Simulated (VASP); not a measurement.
Level of theory: modified Becke-Johnson potential (mBJ), VASP's PBE PAW potentials (set 64) (plane waves; VASP).

The input files of a VASP run:

POSCAR:
```
P
1
    1.6574966474    -5.5667932157     0.0000000000
    1.6574966474     5.5667932157     0.0000000000
    0.0000000000     0.0000000000     4.5437479815
P
4
Direct
  0.0950820144   0.9049179856   0.9137804342
  0.4049179856   0.5950820144   0.4137804342
  0.5950820144   0.4049179856   0.5862195658
  0.9049179856   0.0950820144   0.0862195658
```

### KPOINTS
```
kpoints
0
G
 6 6 4
```

INCAR:
```
! general
SYSTEM   =  P
PREC     =  Accurate
ENCUT    =  520
LREAL    =  .False.   ! projection in real space or not
LASPH    =  .True.

! electronic loop
EDIFF    =  1E-6   ! SCF stop (eV)
NELM     =  200   ! most electronic steps
ALGO     =  Normal   ! blocked Davidson
LMIXTAU  =  .True.

! smearing
ISMEAR   =  0   ! Gaussian
SIGMA    =  0.05

! functional
METAGGA  =  MBJ

! ions
ISIF     =  0

! output
LWAVE    =  .False.
LCHARG   =  .False.
```

**KPOINTS_OPT**
```
k-points along high-symmetry lines
6
Line-mode
Reciprocal
  0.000000   0.000000   0.000000 ! GAMMA
 -0.500000   0.500000   0.000000 ! Y

 -0.500000   0.500000   0.000000 ! Y
 -0.274939   0.725061   0.000000 ! C_0

  0.274939   0.274939   0.000000 ! SIGMA_0
  0.000000   0.000000   0.000000 ! GAMMA

  0.000000   0.000000   0.000000 ! GAMMA
  0.000000   0.000000   0.500000 ! Z

  0.000000   0.000000   0.500000 ! Z
  0.274939   0.274939   0.500000 ! A_0

 -0.274939   0.725061   0.500000 ! E_0
 -0.500000   0.500000   0.500000 ! T

 -0.500000   0.500000   0.500000 ! T
 -0.500000   0.500000   0.000000 ! Y

  0.000000   0.000000   0.000000 ! GAMMA
  0.000000   0.500000   0.000000 ! S

  0.000000   0.500000   0.000000 ! S
  0.000000   0.500000   0.500000 ! R

  0.000000   0.500000   0.500000 ! R
  0.000000   0.000000   0.500000 ! Z

  0.000000   0.000000   0.500000 ! Z
 -0.500000   0.500000   0.500000 ! T
```

POTCAR, in this order: P (PBE.64 set). Program: vasp_std. Read from the step before: WAVECAR.

The run wrote:

OUTCAR:
```
 ion  position               nearest neighbor table
   1  0.095  0.905  0.914-   3 2.23   3 2.23   4 2.26
   2  0.405  0.595  0.414-   4 2.23   4 2.23   3 2.26
   3  0.595  0.405  0.586-   1 2.23   1 2.23   2 2.26
   4  0.905  0.095  0.086-   2 2.23   2 2.23   1 2.26
  LATTYP: Found a base centered orthorhombic cell.
 ALAT       =     3.3149932948
 B/A-ratio  =     3.3585547364
 C/A-ratio  =     1.3706658136
 Subroutine PRICEL returns:
 Original cell was already a primitive cell.
 Subroutine GETGRP returns: Found  8 space group operations
The static configuration has the point symmetry C_2h.
 The point group associated with its full space group is D_2h.
The dynamic configuration has the point symmetry C_2h.
 Subroutine INISYM returns: Found  8 space group operations
 Subroutine IBZKPT returns following result:
 Found     39 irreducible k-points:

 Following reciprocal coordinates:
            Coordinates               Weight
  0.000000  0.000000  0.000000      1.000000
  0.166667  0.000000  0.000000      4.000000
  0.333333  0.000000  0.000000      4.000000
  0.500000  0.000000  0.000000      2.000000
  0.166667  0.166667  0.000000      2.000000
  0.333333  0.166667  0.000000      4.000000
  0.500000  0.166667  0.000000      4.000000
 -0.333333  0.166667  0.000000      4.000000
 -0.166667  0.166667  0.000000      2.000000
  0.333333  0.333333  0.000000      2.000000
  0.500000  0.333333  0.000000      4.000000
 -0.333333  0.333333  0.000000      2.000000
  0.500000  0.500000  0.000000      1.000000
  0.000000  0.000000  0.250000      2.000000
  0.166667  0.000000  0.250000      8.000000
  0.333333  0.000000  0.250000      8.000000
  0.500000  0.000000  0.250000      4.000000
  0.166667  0.166667  0.250000      4.000000
  0.333333  0.166667  0.250000      8.000000
...
```

### OSZICAR
```
       N       E                     dE             d eps       ncg     rms          rms(c)
DAV:   1     0.109003513118E+03    0.10900E+03   -0.21204E+00  1092   0.135E+01    0.189E+00
DAV:   2     0.108913674928E+03   -0.89838E-01   -0.17353E+00  1092   0.105E+01    0.275E+00
DAV:   3     0.109044164337E+03    0.13049E+00   -0.48276E-02  1362   0.157E+00    0.228E+00
DAV:   4     0.109353351741E+03    0.30919E+00   -0.90588E-02  1110   0.210E+00    0.144E+00
DAV:   5     0.109996075710E+03    0.64272E+00   -0.26463E-01  1098   0.361E+00    0.729E-01
DAV:   6     0.110020376598E+03    0.24301E-01   -0.11301E-01  1092   0.224E+00    0.362E-01
DAV:   7     0.110142544617E+03    0.12217E+00   -0.71819E-03  1284   0.635E-01    0.356E-01
DAV:   8     0.110144743947E+03    0.21993E-02   -0.37153E-03  1140   0.493E-01    0.177E-01
DAV:   9     0.110117213506E+03   -0.27530E-01   -0.34712E-04  1284   0.165E-01    0.524E-02
DAV:  10     0.110109911867E+03   -0.73016E-02   -0.18573E-04  1236   0.976E-02    0.408E-02
DAV:  11     0.110090933180E+03   -0.18979E-01   -0.98621E-05  1182   0.767E-02    0.159E-02
DAV:  12     0.110091112864E+03    0.17968E-03   -0.54716E-05  1182   0.580E-02    0.545E-03
DAV:  13     0.110094056697E+03    0.29438E-02   -0.45532E-06  1404   0.174E-02    0.639E-03
DAV:  14     0.110093667561E+03   -0.38914E-03   -0.12362E-06   660   0.925E-03    0.398E-03
DAV:  15     0.110093469381E+03   -0.19818E-03   -0.40931E-07   636   0.513E-03    0.269E-03
DAV:  16     0.110093186474E+03   -0.28291E-03   -0.16086E-07   606   0.341E-03    0.942E-04
DAV:  17     0.110093153708E+03   -0.32766E-04   -0.59735E-08   618   0.183E-03    0.960E-04
DAV:  18     0.110093130960E+03   -0.22748E-04   -0.11290E-08   606   0.905E-04    0.631E-04
DAV:  19     0.110093081756E+03   -0.49204E-04   -0.55091E-09   600   0.647E-04    0.302E-04
DAV:  20     0.110093063743E+03   -0.18012E-04   -0.13753E-09   600   0.315E-04    0.254E-04
DAV:  21     0.110093098197E+03    0.34453E-04   -0.97254E-10   600   0.276E-04    0.118E-04
DAV:  22     0.110093110476E+03    0.12280E-04   -0.39504E-10   594   0.150E-04    0.751E-05
DAV:  23     0.110093126832E+03    0.16356E-04   -0.19258E-10   582   0.104E-04    0.340E-05
DAV:  24     0.110093121507E+03   -0.53247E-05   -0.86983E-11   582   0.711E-05    0.536E-05
DAV:  25     0.110093126686E+03    0.51787E-05   -0.43746E-11   582   0.486E-05    0.250E-05
DAV:  26     0.110093123348E+03   -0.33375E-05   -0.70609E-12   582   0.269E-05    0.966E-06
DAV:  27     0.110093124418E+03    0.10696E-05   -0.17199E-12   570   0.202E-05    0.633E-06
DAV:  28     0.110093124411E+03   -0.70129E-08   -0.28900E-12   564   0.749E-06
   1 F= 0.11009312E+03 E0= 0.11009312E+03  d E =-.351878E-13
       N       E                     dE             ncg
       N       E                     dE             ncg
```

**OUTCAR**
```
------------------------ aborting loop because EDIFF is reached ----------------------------------------
  volume of cell :       83.85
      direct lattice vectors                 reciprocal lattice vectors
     1.657496647 -5.566793216  0.000000000     0.301659735 -0.089818317  0.000000000
     1.657496647  5.566793216  0.000000000     0.301659735  0.089818317  0.000000000
     0.000000000  0.000000000  4.543747982     0.000000000  0.000000000  0.220082629
 POSITION                                       TOTAL-FORCE (eV/Angst)
 -----------------------------------------------------------------------------------
      1.65750      4.50819      4.15199         0.000000     -1.365121      0.834383
      1.65750      1.05860      1.88011         0.000000      1.365121      0.834383
      1.65750     -1.05860      2.66363         0.000000     -1.365121     -0.834383
      1.65750     -4.50819      0.39176         0.000000      1.365121     -0.834383
 -----------------------------------------------------------------------------------
    total drift:                                0.000000      0.000000     -0.000000
  FREE ENERGIE OF THE ION-ELECTRON SYSTEM (eV)
  ---------------------------------------------------
  free  energy   TOTEN  =       110.0931244110 eV

  energy  without entropy=      110.0931244110  energy(sigma->0) =      110.09312441

     CMBJ =    1.0000

     CMBJA=   -0.0120

     CMBJB=    1.0230

     CMBJE=    0.5000

    CMBJ =    1.1692
```
(Selected blocks of OUTCAR.)

OUTCAR:
```
 val. band max:        5.2787956454   @ k =   0.5000   0.5000   0.0000

 cond. band min:       5.9560142824   @ k =   0.5000   0.5000   0.0000


 Fermi energy:         5.5156509028

 k-point     1 :       0.0000    0.0000    0.0000
  band No.  band energies     occupation
      1     -10.3561      2.00000
      2      -7.6488      2.00000
      3      -4.3754      2.00000
      4      -1.2270      2.00000
      5       0.5996      2.00000
      6       0.6699      2.00000
      7       1.2539      2.00000
      8       2.6569      2.00000
      9       2.6935      2.00000
     10       4.2267      2.00000
     11       6.5524      0.00000
     12       7.0638      0.00000
     13       7.9027      0.00000
     14       8.6347      0.00000

 k-point     2 :       0.1667    0.0000    0.0000
  band No.  band energies     occupation
      1     -10.0225      2.00000
      2      -7.3224      2.00000
      3      -4.5981      2.00000
      4      -0.9516      2.00000
      5      -0.2506      2.00000
      6       0.0880      2.00000
      7       0.9099      2.00000
      8       1.9723      2.00000
      9       2.8092      2.00000
     10       4.2913      2.00000
     11       6.8481      0.00000
     12       7.3756      0.00000
     13       9.2626      0.00000
     14       9.3476      0.00000

 k-point     3 :       0.3333    0.0000    0.0000
  band No.  band energies     occupation
      1      -9.0437      2.00000
      2      -6.3462      2.00000
      3      -5.7442      2.00000
      4      -2.5682      2.00000
      5      -0.5987      2.00000
      6      -0.2991      2.00000
      7       1.5124      2.00000
      8       2.0803      2.00000
      9       2.8761      2.00000
     10       3.8822      2.00000
     11       6.2060      0.00000
     12       7.4206      0.00000
     13       7.5306      0.00000
     14       8.0079      0.00000

 k-point     4 :       0.5000    0.0000    0.0000
  band No.  band energies     occupation
...
```

mBJ is a potential without an energy functional, so only the levels count. Without a dispersion term in the relaxation, distances and binding between the weakly bound layers, chains or molecules are unreliable, and so is what depends on them.

The compound is P in the black structure. It was relaxed first, which changed the volume by +10 %. The cell's shape comes from a PBE relaxation.
